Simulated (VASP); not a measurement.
Consider the following.

```
CELL_PARAMETERS angstrom
      4.07713     0.00000     0.00000
      0.00000     4.07713     0.00000
      0.00000     0.00000     5.34395
ATOMIC_POSITIONS crystal
  Ca 0.50000 0.50000 0.50000
  Ba 0.00000 0.00000 0.00000
```

Level of theory: PBE GGA, VASP's PBE PAW potentials (set 64) (plane waves; VASP). Run with 300 eV cut-off, 7×7×5 Γ-centred mesh, Gaussian smearing of 0.14 eV, potentials Ca_sv Ba_sv.

At this cut-off the stress carries a Pulay error, which pulls relaxed volumes low. Energy and stress use the plane-wave basis of the starting cell.

Task: The ions, cell shape and volume are relaxed. What does this cell relax into?

Result: 
```
CELL_PARAMETERS angstrom
      4.31398     0.00000     0.00000
      0.00000     4.31398     0.00000
      0.00000     0.00000     5.64115
ATOMIC_POSITIONS crystal
  Ca 0.50000 0.50000 0.50000
  Ba 0.00000 0.00000 0.00000
```
Space group P4/mmm (123), at a tolerance of 0.03 Å.

Task: How do energy and volume change from the first to the last step?

Result: The energy (σ→0) changes by -60.3 meV/atom and the volume by +18.2 %, in 4 ionic steps.

```tsv
step	E(σ→0) (eV)	max force (eV/Å)	pressure (GPa)	volume (Å³)
1	-3.6325	0.000	2.64	88.83
2	-3.7363	0.000	0.86	98.58
3	-3.7522	0.000	-0.19	106.52
4	-3.7531	0.000	0.00	104.98
```

The structure was generated: BaCa was put into an ordered model structure, which need not be its known phase. This run relaxes it. Symmetry was kept, so distortions that lower it aren't found. The run is one of a series of settings (EDIFFG = -0.01, IBRION = 2, ISIF = 3, NSW = 50 against the base run), some of them coarse on purpose.
